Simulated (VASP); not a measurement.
Here is the system:

```
Al2YSi2
1.0
    4.19500     0.00000     0.00000
   -2.09750     3.63298     0.00000
    0.00000     0.00000     6.58100
Si Al Y
2 2 1
Direct
  0.33333   0.66667   0.25990
  0.66667   0.33333   0.74010
  0.33333   0.66667   0.64440
  0.66667   0.33333   0.35560
  0.00000   0.00000   0.00000
```

These are LDA (Ceperley-Alder, Perdew-Zunger), VASP's LDA PAW potentials (set 64) (plane waves; VASP) values and carry that method's errors. Numerical set-up: 300 eV cut-off, 7×7×4 Γ-centred mesh, Gaussian smearing of 0.10 eV, potentials Si Al Y_sv.

At this cut-off the stress carries a Pulay error, which pulls relaxed volumes low.

Predict the energy per atom (σ→0), pressure, band gap (on the k-mesh) with the smallest direct gap where there is one.

- band gap (on the k-mesh) = none (metal, semimetal or under 0.01 eV)
- energy per atom (σ→0) = -564.3 kJ/mol of atoms
- pressure = -3.52 GPa

The absolute energy has meaning only against runs of the same code, potentials and settings.

The structure comes from a measured Al2YSi2 entry (P-3m1) of the Crystallography Open Database, whose conditions weren't checked. The cell was not relaxed at this level. The electron count is odd and the run is not spin-polarised, which forces a metal.
